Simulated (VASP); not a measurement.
AuAl2 (fluorite): the cohesive energy from VASP (plane waves, PAW) at several levels of theory. Atoms are spin-polarised in a large box without symmetry, with the spin fixed by Hund's rule, and may not be in the lowest state of each functional; no zero-point energy is added. Spin-orbit coupling is left out, which shifts such energies by up to tenths of an eV for the heavy elements here.

| level | cohesive energy (eV/atom) |
|---|---|
| LDA | 4.61 |
| PBE | 3.74 |
| PBEsol | 4.24 |
| SCAN | 4.31 |

The cell of the LDA run:

Space group Fm-3m (No. 225); a = 5.9596 Å, b = 5.9596 Å, c = 5.9596 Å, α = 90.00°, β = 90.00°, γ = 90.00°

| atom | site | symmetry | x | y | z |
|---|---|---|---|---|---|
| Al | 8c | -43m | 0.2500 | 0.2500 | 0.2500 |
| Au | 4a | m-3m | 0.0000 | 0.0000 | 0.0000 |
(The calculation used a cell of 3 atoms; values per cell refer to that cell.)

Only levels that ran to the end are used. Left out are those held back, those with too coarse a band path, GW runs whose mesh misses a band edge, hybrids' fits of cells that aren't cubic and levels without matching references; a question may draw on a part of the rest.
